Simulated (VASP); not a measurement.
CdTe:

```xyz
2
Lattice="0.0000 3.2050 3.2050 3.2050 0.0000 3.2050 3.2050 3.2050 0.0000" Properties=species:S:1:pos:R:3 pbc="T T T"
Cd    0.0000    0.0000    0.0000
Te    1.6025    1.6025    1.6025
```

* Program: VASP 6.6.1
* Task: relaxation of cell and atoms
* Functional: PBE
* Potentials or basis: VASP PAW PBE potentials, release 64 (Cd, Te)
* Cutoff: 520 eV
* k mesh: 8 × 8 × 8
* Occupations: gaussian, width 0.02 eV
* Spin: no spin polarisation

At the start: pressure 4.4 GPa; volume 32.92 Å³/atom.

Task: Where does the relaxation end?

Result: Over 5 steps the energy falls by 42.6 meV/atom and the volume is 36.33 Å³/atom (+10.3 %); space group F-43m (No. 216, to 0.05 Å).

The path:
```tsv
step	energy change (eV)	largest force (eV/Å)	pressure (GPa)	volume (Å³)
1	0.0000	0.0000	4.39	65.84
2	-0.0784	0.0000	-0.97	74.82
3	-0.0852	0.0000	0.02	72.63
4	-0.0851	0.0000	-0.05	72.77
5	-0.0852	0.0000	0.00	72.66
```

Final structure:
```
CELL_PARAMETERS angstrom
0.00000 3.31191 3.31191
3.31191 0.00000 3.31191
3.31191 3.31191 0.00000
ATOMIC_POSITIONS crystal
Cd 0.00000 0.00000 0.00000
Te 0.25000 0.25000 0.25000
```

Caveat: the volume moved by +10 % from the deposited cell, more than functionals usually miss.
